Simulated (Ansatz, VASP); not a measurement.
Given: the input of a run of VASP 6.6.1 on Mg6SiSb. The cell comes from a database or a generator and needn't be the stable form of this composition.

Contents of INCAR:

```
SYSTEM = Mg6SiSb
ALGO = Normal
EDIFF = 1E-7
ENCUT = 520
GGA = PE
ISIF = 2
ISMEAR = -1
LASPH = .True.
LCHARG = .False.
LREAL = .False.
LWAVE = .False.
NBANDS = 20
NELM = 80
PREC = Accurate
SIGMA = 0.05
```

KPOINTS

```
k-points
0
Gamma
  5 5 5
  0 0 0
```

Contents of POSCAR:

```
Mg6SiSb
1.0
    5.1471550000      0.0000000000      0.0000000000
    0.0000000000      2.9859475000      5.7678075000
    0.0000000000     -2.9859475000      5.7678075000
Sb Si Mg
1 1 6
Direct
    0.5000000000      0.6434210000      0.6434210000
    0.0000000000      0.8780390000      0.8780390000
    0.5000000000      0.1717850000      0.1717850000
    0.5000000000      0.6624810000      0.1469590000
    0.5000000000      0.1469590000      0.6624810000
    0.0000000000      0.3281680000      0.3281680000
    0.0000000000      0.8369930000      0.3321550000
    0.0000000000      0.3321550000      0.8369930000
```

Potentials or basis: VASP PAW PBE potentials, release 64 (Sb, Si, Mg).

Launch:

```sh
$ cat potpaw_PBE.64/Sb/POTCAR potpaw_PBE.64/Si/POTCAR potpaw_PBE.64/Mg/POTCAR > POTCAR
$ mpirun -np 1 vasp_std > vasp.out
```

Translate it to Ansatz 0.2.0. Potentials or basis there: Ansatz PAW, cutoff 420 eV.

As run (cutoffs and basis follow the program's own potentials, and thresholds, step limits or extra output files can differ):

The input input.yaml:

```yaml
crystal:
  lattice:
    - [5.147155, 0.0, 0.0]
    - [0.0, 2.9859475, 5.7678075]
    - [0.0, -2.9859475, 5.7678075]
  atoms:
    - { symbol: Sb, position: [0.5, 0.643421, 0.643421] }
    - { symbol: Si, position: [0.0, 0.878039, 0.878039] }
    - { symbol: Mg, position: [0.5, 0.171785, 0.171785] }
    - { symbol: Mg, position: [0.5, 0.662481, 0.146959] }
    - { symbol: Mg, position: [0.5, 0.146959, 0.662481] }
    - { symbol: Mg, position: [0.0, 0.328168, 0.328168] }
    - { symbol: Mg, position: [0.0, 0.836993, 0.332155] }
    - { symbol: Mg, position: [0.0, 0.332155, 0.836993] }
hamiltonian:
  xc: pbe
  pseudopotentials: { kind: paw }
kpoints:
  mp_grid: { grid: [5, 5, 5] }
scf:
  occupations: { method: fermi_dirac, width: 0.05 }
output:
  forces: true
  stress: true
  eigenvalues: true
  write_density: true
  write_potential: true
  elf: true
  volumetric_format: npy
```

Potentials or basis: Ansatz PAW.

Run with:

```console
$ ansatz run input.yaml --threads 4 --pin off --max-ram 10240MiB --backend cpu --events-out ev --progress --plain --runs-dir out
```

Both were run:

|  | VASP | Ansatz |
| --- | --- | --- |
| Pressure | 0.2 GPa | 0.2 GPa |
| Largest force | 0.052 eV/Å | 0.059 eV/Å |

Ansatz's pressure holds a Pulay term of +0.01 GPa for its cutoff of 420 eV, which the other run lacks.

The potentials hold 21 and 79 valence electrons a cell.

Where Ansatz's input types no cutoff or centring, it takes its own default and a Γ-centred mesh.

Pressure is positive in compression.
